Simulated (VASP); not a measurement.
Band gaps of AlInSb$_{2}$ (space group R3m) from VASP (PAW), without and with spin-orbit coupling. Semilocal levels are at their own relaxed cell, hybrids and mBJ at PBE's; 0.00 means no gap at that level. Unless said otherwise, spin-orbit coupling is left out, though it shifts the bands of the heavy elements here.

The cell of the LDA run:

AlInSb2 is modelled in the trigonal space group R3m, hexagonal axes (No. 160), Pearson symbol hR4. Conventional cell: a = 4.452 Å, b = 4.452 Å, c = 21.683 Å, α = 90.00°, β = 90.00°, γ = 120.00°. Al on 3a is surrounded by 4 Sb at 2.639–2.691 Å (tetrahedral). In on 3a has 4 Sb at 2.758–2.792 Å (tetrahedral). Sb1 on 3a sees 1 Al at 2.639 Å and 3 In at 2.758 Å (tetrahedral). Sb2 on 3a has 3 Al at 2.691 Å and 1 In at 2.792 Å (tetrahedral). (Neighbours: up to the widest gap in distance over summed covalent radii, below 1.35, at either atom; cation-cation and far metal-metal contacts left out.)
(The calculation used a cell of 4 atoms; values per cell refer to that cell.)

```
level  gap without SOC (eV)  gap with SOC (eV)  shift (eV)
-----  --------------------  -----------------  ----------
LDA                    0.50                  ?           ?
```

**Question.** Fill in the missing entries.

**Answer.** 
- LDA, gap with SOC (eV): 0.26
- LDA, shift (eV): -0.24

Only levels that ran to the end are used. Left out are those held back, those with too coarse a band path, GW runs whose mesh misses a band edge, hybrids' fits of cells that aren't cubic and levels without matching references; a question may draw on a part of the rest.

The structure comes from a computed database's AlInSb2 entry (R3m); how it stands against other phases isn't given here. It was relaxed first, which changed the volume by -7 %. Symmetry was kept, so distortions that lower it aren't found.
